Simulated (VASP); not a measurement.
PmS:

```
Pm S
1.0
     3.75513    0.00000    0.00000
    -1.87757    3.25204    0.00000
     0.00000    0.00000    3.66483
Pm S
1 1
Direct
  0.00000 0.00000 0.00000
  0.66667 0.33333 0.50000
```

The cell comes from a database or a generator and needn't be the stable form of this composition.

Base run:

| Quantity | Value |
| --- | --- |
| Program | VASP 6.6.1 |
| Functional | r2SCAN |
| Potentials or basis | VASP PAW PBE potentials, release 64 (Pm, S) |
| Cutoff | 520 eV |
| k mesh | 6 × 6 × 5 |
| Occupations | gaussian, width 0.05 eV |
| Spin | collinear spin, random start |
| Starting moments | [-0.6, 0.0] μB |
| Hubbard terms | Pm f U = 7 eV |

Its results: band gap on the k mesh none (metal or under the smearing width); pressure 9.2 GPa.

Q: The run is repeated on the same cell with these changes: spin from collinear spin, random start to no spin polarisation; further incar settings from ALGO = Normal; EDIFF = 1e-07; NBANDS = 22 to ALGO = Normal; EDIFF = 1e-06. What comes out?

A: Band gap on the k mesh none (metal or under the smearing width); pressure 4.5 GPa.

Caveats: the PAW data sets were made with another functional, which shifts forces and pressure a little; the magnetic or orbital state may not be the lowest (some runs); spin-orbit coupling is left out, which moves the levels of the heavy elements (some runs); U without spin polarisation on a metal has little footing (some runs).
